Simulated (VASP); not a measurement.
# NbTe (P-6m2) in VASP: further runs

Runs on NbTe. Level: PBE. Tasks: phonons.

Program: VASP 6.6.1. These are calculated values, not measurements. Logs are shortened: lines on timing, memory, paths and dates and some standing lists are left out, and cuts for length are marked.

### Step 1. The structure

Symmetry: P-6m2, No. 187, hexagonal system. The conventional cell has a = 3.678 Å, b = 3.678 Å, c = 3.669 Å, α = 90.00°, β = 90.00°, γ = 120.00°. Nb (site symmetry -6m2) has 6 Te at 2.81 Å as nearest neighbours. Around Te (site symmetry -6m2) lie 6 Nb at 2.81 Å.

The cell comes from a database or a generator and needn't be the stable form of this composition.

### Step 2. Phonons, PBE

Input file INCAR:

```
SYSTEM = NbTe
ALGO = Normal
EDIFF = 1E-8
ENCUT = 520
GGA = PE
IBRION = 8
ISIF = 2
ISMEAR = -1
LASPH = .True.
LCHARG = .False.
LREAL = .False.
LWAVE = .False.
NELM = 100
NSW = 1
PREC = Accurate
SIGMA = 0.2
```

Input file KPOINTS:

```
k-points
0
Gamma
  7 7 6
  0 0 0
```

Input file POSCAR:

```
NbTe
1.0
    3.6781469022      0.0000000000      0.0000000000
   -1.8390734511      3.1853765327      0.0000000000
    0.0000000000      0.0000000000      3.6694059644
Nb Te
1 1
Direct
    0.0000000000      0.0000000000      0.5000000000
    0.6666666667      0.3333333333      0.0000000000
```

Potentials or basis: VASP PAW PBE potentials, release 64 (Nb_sv, Te).

Command:

```sh
cat potpaw_PBE.64/Nb_sv/POTCAR potpaw_PBE.64/Te/POTCAR > POTCAR
mpirun -np 1 vasp_std > vasp.out
```

OUTCAR:

```text
SYSTEM = NbTe
   EDIFF = 1E-8
   ENCUT = 520
   GGA = PE
   IBRION = 8
   ISIF = 2
   ISMEAR = -1
   LASPH = .True.
   LREAL = .False.
   NELM = 100
   NSW = 1
   PREC = Accurate

 ion  position               nearest neighbor table
   1  0.000  0.000  0.500-   2 2.81   2 2.81   2 2.81   2 2.81   2 2.81   2 2.81
   2  0.667  0.333  0.000-   1 2.81   1 2.81   1 2.81   1 2.81   1 2.81   1 2.81

  LATTYP: Found a hexagonal cell.
 ALAT       =     3.6781469022
 C/A-ratio  =     0.9976235485

  Lattice vectors:

 A1 = (   3.6781469022,   0.0000000000,   0.0000000000)
 A2 = (  -1.8390734511,   3.1853765327,   0.0000000000)
 A3 = (   0.0000000000,   0.0000000000,   3.6694059644)

Analysis of symmetry for initial positions (statically):
=====================================================================
 Subroutine PRICEL returns:
 Original cell was already a primitive cell.

 Routine SETGRP: Setting up the symmetry group for a
 hexagonal supercell.

 Subroutine GETGRP returns: Found 12 space group operations
 (whereof 12 operations were pure point group operations)
 out of a pool of 24 trial point group operations.

The static configuration has the point symmetry D_3h.

Analysis of symmetry for dynamics (positions and initial velocities):
=====================================================================
 Subroutine PRICEL returns:
 Original cell was already a primitive cell.

 Routine SETGRP: Setting up the symmetry group for a
 hexagonal supercell.

 Subroutine GETGRP returns: Found 12 space group operations
 (whereof 12 operations were pure point group operations)
 out of a pool of 24 trial point group operations.

The dynamic configuration has the point symmetry D_3h.

 Subroutine INISYM returns: Found 12 space group operations
 (whereof 12 operations are pure point group operations),
 and found     1 'primitive' translations

----------------------------------------------------------------------------------------

                                     Primitive cell

  volume of cell :      42.9918

  direct lattice vectors                    reciprocal lattice vectors
     3.678146902  0.000000000  0.000000000     0.271876036  0.156967314  0.000000000
    -1.839073451  3.185376533  0.000000000     0.000000000  0.313934629  0.000000000
     0.000000000  0.000000000  3.669405964     0.000000000  0.000000000  0.272523675

  length of vectors
     3.678146902  3.678153723  3.669405964     0.313935211  0.313934629  0.272523675

  position of ions in fractional coordinates (direct lattice)
     0.000000000  0.000000000  0.500000000
     0.666666667  0.333333333  0.000000000

  ion indices of the primitive-cell ions
   primitive index   ion index
                 1           1
                 2           2

----------------------------------------------------------------------------------------

 KPOINTS: k-points

Automatic generation of k-mesh.
 Grid dimensions read from file:
 generate k-points for:    7    7    6

 Generating k-lattice:

  Cartesian coordinates                     Fractional coordinates (reciprocal lattice)
     0.038839434  0.022423902  0.000000000     0.142857143 -0.000000000  0.000000000
     0.000000000  0.044847804  0.000000000     0.000000000  0.142857143  0.000000000
     0.000000000  0.000000000  0.045420613     0.000000000  0.000000000  0.166666667

  Length of vectors
     0.044847887  0.044847804  0.045420613

  Shift w.r.t. Gamma in fractional coordinates (k-lattice)
     0.000000000  0.000000000  0.000000000

[... 86 lines left out ...]
   NGX = 13   NGY = 13   NGZ = 13

--------------------------------------- Ionic step        1  -------------------------------------------

 number of electron      18.9999998 magnetization

 Free energy of the ion-electron system (eV)
  ---------------------------------------------------
  ext. energy  EPLUGINS =         0.00000000
  ---------------------------------------------------
  free energy    TOTEN  =       -13.72146317 eV

  energy without entropy =      -13.53242107  energy(sigma->0) =      -13.62694212

 E-fermi :  11.2960     XC(G=0): -11.3744

 val. band max:       11.2811271245   @ k =   0.2857   0.0000   0.3333
 cond. band min:      11.3862940202   @ k =   0.1429  -0.0000   0.0000
 fundamental gap:      0.1051668958
 Fermi energy:        11.2960191222

 k-point     1 :       0.0000    0.0000    0.0000
  band No.  band energies     occupation
      1     -44.2427      2.00000
      2     -20.4458      2.00000
      3     -20.2493      2.00000
      4     -20.2492      2.00000
      5      -3.0443      2.00000
      6       8.1215      2.00000
      7       8.1215      2.00000
      8       8.2380      2.00000
      9       8.9902      1.99998
     10      11.4527      0.62726
     11      11.4527      0.62723
     12      13.8476      0.00001
     13      13.8530      0.00001
[... 354 lines left out ...]
  band No.  band energies     occupation
      1     -44.2279      2.00000
      2     -20.4984      2.00000
      3     -20.3518      2.00000
      4     -20.3112      2.00000
      5      -0.9331      2.00000
      6       5.1700      2.00000
      7       5.8126      2.00000
      8       6.3797      2.00000
      9      10.0131      1.99673
     10      12.3171      0.01206
     11      12.8483      0.00085
     12      13.1884      0.00016
     13      14.2210      0.00000

 [... further k-points ...]

------------------------ aborting loop because EDIFF is reached ----------------------------------------

  FORCE on cell =-STRESS in cart. coord.  units (eV):
  Direction    XX          YY          ZZ          XY          YZ          ZX
  --------------------------------------------------------------------------------------
  -------------------------------------------------------------------------------------
  Total        0.4920151      0.4920176      0.8474327     -0.0000000      0.0000000      0.0000000
  in kB       18.3359507     18.3360414     31.5813133     -0.0000000      0.0000000      0.0000000
  external PRESSURE =      22.7511018 kB  Pullay stress =       0.0000000 kB

 VOLUME and BASIS-vectors are now :
 -----------------------------------------------------------------------------
  energy-cutoff  :      520.00
  volume of cell :       42.99
      direct lattice vectors                 reciprocal lattice vectors
     3.678146902  0.000000000  0.000000000     0.271876036  0.156967314  0.000000000
    -1.839073451  3.185376533  0.000000000     0.000000000  0.313934629  0.000000000
     0.000000000  0.000000000  3.669405964     0.000000000  0.000000000  0.272523675

 POSITION                                       TOTAL-FORCE (eV/Angst)
 -----------------------------------------------------------------------------------
      0.00000      0.00000      1.83470         0.000000     -0.000000      0.000000
      1.83907      1.06179      0.00000        -0.000000      0.000000      0.000000
 -----------------------------------------------------------------------------------
    total drift:                               -0.000000     -0.000126      0.000000

  FREE ENERGIE OF THE ION-ELECTRON SYSTEM (eV)
  ---------------------------------------------------
  free  energy   TOTEN  =       -13.7214631655 eV

  energy  without entropy=      -13.5324210738  energy(sigma->0) =      -13.62694212

[... ionic steps 2 to 3 ...]

--------------------------------------- Ionic step        4  -------------------------------------------

------------------------ aborting loop because EDIFF is reached ----------------------------------------
[... 11 lines left out ...]
[... ionic steps 8 to 8 ...]

--------------------------------------- Ionic step        9  -------------------------------------------

 Free energy of the ion-electron system (eV)
  ---------------------------------------------------
  ---------------------------------------------------
  free energy    TOTEN  =        -0.04549683 eV

  energy without entropy =       -0.04549681

------------------------ aborting loop because EDIFF is reached ----------------------------------------

 INTERNAL STRAIN TENSOR  FOR ION    2  DIRECTION 3   (eV/Angst):
 -----------------------------------------------------------------------------
     0.00045  0.00000  0.00000
    -0.00000  0.00045  0.00000
     0.00000 -0.00000  0.00526

 INTERNAL STRAIN TENSOR FOR ION    2 for displacements in x,y,z  (eV/Angst):
          X           Y           Z          XY          YZ          ZX
  --------------------------------------------------------------------------------
  x    -0.00000     0.00000     0.00000    -7.00821     0.00000     0.00000
  y    -7.00821     7.00824     0.00000     0.00000     0.00000     0.00000
  z     0.00000     0.00000     0.00000     0.00000     0.00000     0.00000

 SECOND DERIVATIVES (NOT SYMMETRIZED)
 ------------------------------------
               1X          1Y          1Z          2X          2Y          2Z
  1X   -10.981022    0.000000    0.000000   10.981022    0.000000    0.000000
  1Y     0.000000  -10.981076    0.000000   -0.000000   10.981076    0.000000
  1Z    -0.000000    0.000000  -10.230975    0.000000    0.000000   10.230975
  2X    10.071142    0.000000    0.000000  -10.071142    0.000000    0.000000
  2Y    -0.000000   10.071192    0.000000    0.000000  -10.071192    0.000000
  2Z     0.000000    0.000000   10.185073    0.000000   -0.000000  -10.185073

 Eigenvectors and eigenvalues of the dynamical matrix
 ----------------------------------------------------

   1 f  =    6.942433 THz    43.620594 2PiTHz  231.574641 cm-1    28.711583 meV
             X         Y         Z           dx          dy          dz
      0.000000  0.000000  1.834703     0.000000    0.774275    0.000000
      1.839073  1.061792  0.000000     0.000000   -0.632849    0.000000
[... 21 lines left out ...]
   6 f/i=    0.147092 THz     0.924207 2PiTHz    4.906464 cm-1     0.608324 meV
             X         Y         Z           dx          dy          dz
      0.000000  0.000000  1.834703     0.000000    0.632849    0.000000
      1.839073  1.061792  0.000000     0.000000    0.774275    0.000000

--------------------------------------------------------------------------------------------------------

 ELASTIC MODULI CONTR FROM IONIC RELAXATION (kBar)
 Direction    XX          YY          ZZ          XY          YZ          ZX
 --------------------------------------------------------------------------------
 XX        -190.1705    190.1715      0.0000     -0.0000      0.0000      0.0000
 YY         190.1715   -190.1724      0.0000      0.0000      0.0000      0.0000
 ZZ           0.0000      0.0000      0.0000      0.0000      0.0000      0.0000
 XY          -0.0000      0.0000      0.0000   -190.1715      0.0000      0.0000
 YZ           0.0000      0.0000      0.0000      0.0000      0.0000      0.0000
 ZX           0.0000      0.0000      0.0000      0.0000      0.0000      0.0000
 --------------------------------------------------------------------------------
```

Wall time 3.9 min (1 thread of AMD EPYC 9R45 (Zen 5), shared host); peak memory 0.27 GiB.

What came out:

```yaml
Highest_phonon_frequency_at_Γ_LO-TO_splitting_left_out: 232 cm⁻¹
```

Phonon frequencies in cm⁻¹ (negative: imaginary):
| q point | frequencies |
| --- | --- |
| (0.000, 0.000, 0.000) | -5 -5 0 227 232 232 |

Caveat: the atoms weren't relaxed first, which shifts response properties.

### Step 3. Phonons, PBE

This run uses another cell than the first one, of 22.37 Å³/atom, 1.041 times its volume.

Input file INCAR:

```
PREC = Accurate ; ENCUT = 520
EDIFF = 1E-8 ; ISMEAR = -1
SIGMA = 0.2 ; LREAL = F
LASPH = T ; NELM = 100
ALGO = Normal ; ISIF = 2
LWAVE = F ; LCHARG = F
GGA = PE ; IBRION = 8
NSW = 1
```

Input file KPOINTS:

```
Automatic mesh
0
Gamma
  7 7 6
```

Input file POSCAR:

```
NbTe
1.0
    3.7275238935      0.0000000000      0.0000000000
   -1.8637619468      3.2281383673      0.0000000000
    0.0000000000      0.0000000000      3.7186656137
Nb Te
1 1
Direct
    0.0000000000      0.0000000000      0.5000000000
    0.6666666667      0.3333333333      0.0000000000
```

Potentials or basis: VASP PAW PBE potentials, release 64 (Nb_sv, Te).

Command:

```sh
cat potpaw_PBE.64/Nb_sv/POTCAR potpaw_PBE.64/Te/POTCAR > POTCAR
mpirun -np 1 vasp_std > vasp.out
```

OUTCAR:

```text
PREC = Accurate
   ENCUT = 520
   EDIFF = 1E-8
   ISMEAR = -1
   LREAL = F
   LASPH = T
   NELM = 100
   ISIF = 2
   GGA = PE
   IBRION = 8
   NSW = 1

 ion  position               nearest neighbor table
   1  0.000  0.000  0.500-   2 2.84   2 2.84   2 2.84   2 2.84   2 2.84   2 2.84
   2  0.667  0.333  0.000-   1 2.84   1 2.84   1 2.84   1 2.84   1 2.84   1 2.84

  LATTYP: Found a hexagonal cell.
 ALAT       =     3.7275238935
 C/A-ratio  =     0.9976235485

  Lattice vectors:

 A1 = (   3.7275238935,   0.0000000000,   0.0000000000)
 A2 = (  -1.8637619468,   3.2281383673,   0.0000000000)
 A3 = (   0.0000000000,   0.0000000000,   3.7186656137)

Analysis of symmetry for initial positions (statically):
=====================================================================
 Subroutine PRICEL returns:
 Original cell was already a primitive cell.

[... 625 lines left out ...]
------------------------ aborting loop because EDIFF is reached ----------------------------------------

 INTERNAL STRAIN TENSOR  FOR ION    2  DIRECTION 3   (eV/Angst):
 -----------------------------------------------------------------------------
     0.00066  0.00000  0.00000
    -0.00000  0.00066 -0.00000
     0.00000 -0.00000  0.00515

 INTERNAL STRAIN TENSOR FOR ION    2 for displacements in x,y,z  (eV/Angst):
          X           Y           Z          XY          YZ          ZX
  --------------------------------------------------------------------------------
  x     0.00000    -0.00000     0.00000    -5.67960     0.00000     0.00000
  y    -5.67960     5.67963     0.00000    -0.00000     0.00000     0.00000
  z     0.00000     0.00000     0.00000     0.00000     0.00000     0.00000

 SECOND DERIVATIVES (NOT SYMMETRIZED)
 ------------------------------------
               1X          1Y          1Z          2X          2Y          2Z
  1X    -9.306834    0.000000    0.000000    9.306834   -0.000000    0.000000
  1Y     0.000000   -9.306880    0.000000   -0.000000    9.306880    0.000000
  1Z     0.000000   -0.000000   -8.456355    0.000000    0.000000    8.456355
  2X     8.834116   -0.000000    0.000000   -8.834116    0.000000    0.000000
  2Y    -0.000000    8.834160    0.000000    0.000000   -8.834160    0.000000
  2Z     0.000000   -0.000000    8.432038    0.000000    0.000000   -8.432038

 Eigenvectors and eigenvalues of the dynamical matrix
 ----------------------------------------------------

   1 f  =    6.434998 THz    40.432283 2PiTHz  214.648418 cm-1    26.613000 meV
             X         Y         Z           dx          dy          dz
      0.000000  0.000000  1.859333     0.000002   -0.768949    0.000000
      1.863762  1.076046  0.000000    -0.000002    0.639310    0.000000
[... 21 lines left out ...]
   6 f/i=    0.082446 THz     0.518025 2PiTHz    2.750109 cm-1     0.340970 meV
             X         Y         Z           dx          dy          dz
      0.000000  0.000000  1.859333     0.000002   -0.639310    0.000000
      1.863762  1.076046  0.000000     0.000002   -0.768949    0.000000

--------------------------------------------------------------------------------------------------------

 ELASTIC MODULI CONTR FROM IONIC RELAXATION (kBar)
 Direction    XX          YY          ZZ          XY          YZ          ZX
 --------------------------------------------------------------------------------
 XX        -145.8073    145.8080     -0.0000      0.0000     -0.0000      0.0000
 YY         145.8080   -145.8087     -0.0000      0.0000      0.0000      0.0000
 ZZ          -0.0000     -0.0000     -0.0000      0.0000     -0.0000      0.0000
 XY           0.0000      0.0000      0.0000   -145.8080      0.0000      0.0000
 YZ          -0.0000      0.0000     -0.0000      0.0000     -0.0000      0.0000
 ZX           0.0000      0.0000      0.0000      0.0000      0.0000      0.0000
 --------------------------------------------------------------------------------
```

OSZICAR:

```text
N       E                     dE             d eps       ncg     rms          rms(c)
DAV:   1     0.156229900238E+03    0.15623E+03   -0.99338E+03   832   0.134E+03
DAV:   2    -0.213159024157E+01   -0.15836E+03   -0.15561E+03  1027   0.451E+02
DAV:   3    -0.138029644792E+02   -0.11671E+02   -0.11532E+02  1649   0.879E+01
DAV:   4    -0.141447705575E+02   -0.34181E+00   -0.33824E+00  1047   0.145E+01
[... 105 lines left out ...]
RMM:  15    -0.457536486634E-01    0.41399E-07   -0.29928E-07  2417   0.594E-05    0.263E-05
RMM:  16    -0.457537150331E-01   -0.66370E-07   -0.17696E-07  2205   0.536E-05    0.138E-05
RMM:  17    -0.457537348571E-01   -0.19824E-07   -0.11424E-07  2402   0.395E-05    0.979E-06
RMM:  18    -0.457537412070E-01   -0.63500E-08   -0.79516E-08  2460   0.322E-05    0.673E-06
 Linear response finished
```

stdout:

```text
POSCAR found type information on POSCAR NbTe
 POSCAR found :  2 types and       2 ions
 scaLAPACK will be used
 LDA part: xc-table for (Slater+PW92), standard interpolation
 POSCAR, INCAR and KPOINTS ok, starting setup
 FFT: planning ... GRIDC
 FFT: planning ... GRID_SOFT
 FFT: planning ... GRID
 WAVECAR not read
 entering main loop
 Linear response reoptimize wavefunctions to high precision
 Linear response DOF=           4
 Linear response progress:
 first order change of Fermi-energy  -0.38151E-03
 force on displaced ion       1 direction 1 :  -9.307  -0.002   0.000
 Linear response progress:
 first order change of Fermi-energy   0.10955E-02
 force on displaced ion       1 direction 3 :   0.000   0.000  -8.456
 Linear response progress:
 first order change of Fermi-energy   0.96471E-04
 force on displaced ion       2 direction 1 :  -8.834  -0.000   0.000
 Linear response progress:
 first order change of Fermi-energy  -0.45189E-03
 force on displaced ion       2 direction 3 :  -0.000  -0.000  -8.432
 Linear response finished
```

Wall time 4.1 min (1 thread of AMD EPYC 9R45 (Zen 5), shared host); peak memory 0.28 GiB.

What came out:

```
Highest phonon frequency at Γ, LO-TO splitting left out : 215 cm⁻¹
```

Phonon frequencies in cm⁻¹ (negative: imaginary):
```tsv
q point	frequencies
(0.000, 0.000, 0.000)	-3 -3 0 207 215 215
```

Caveat: the atoms weren't relaxed first, which shifts response properties.
